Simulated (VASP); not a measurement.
Consider the following.

```cif
data_CuZn
_chemical_formula_sum 'Zn1 Cu1'
_space_group_name_H-M_alt 'P 1'
_space_group_IT_number 1
_cell_length_a 2.97166
_cell_length_b 2.97166
_cell_length_c 2.97166
_cell_angle_alpha 90.000
_cell_angle_beta 90.000
_cell_angle_gamma 90.000
loop_
_space_group_symop_operation_xyz
  'x, y, z'
loop_
_atom_site_label
_atom_site_type_symbol
_atom_site_fract_x
_atom_site_fract_y
_atom_site_fract_z
_atom_site_occupancy
Zn1 Zn 0.50000 0.50000 0.50000 1
Cu1 Cu 0.00000 0.00000 0.00000 1
```

The numbers are results of PW91 GGA, VASP's PBE PAW potentials (set 64) (plane waves; VASP), not measurements. Settings: 520 eV cut-off, 12×12×12 Γ-centred mesh, first-order Methfessel-Paxton smearing of 0.10 eV, potentials Zn Cu.

Give the energy at these volumes per atom, relative to the lowest: 12.29, 12.68, 13.07, 13.47, 13.86 Å³.

21.1, 5.5, 0.0, 3.0, 13.0 meV/atom. A third-order Birch-Murnaghan fit gives B0 = 113 GPa and B0′ = 5.0.

Measured: bulk modulus 116 GPa (computed value off by -2.6 %), as given by Niraj K. Nepal et al., Physical Review B (2020), arXiv:2007.11150; a 2.958 Å (computed value off by +0.5 %), as given by First-Principles Study on the Electrical and Thermal Conductivities of Cu–Zn Binary Alloys. The calculation is for a static lattice, while the measured bulk modulus, a hold thermal and zero-point effects, which are part of the difference.

The compound is CuZn in the CsCl type structure. It was relaxed first.
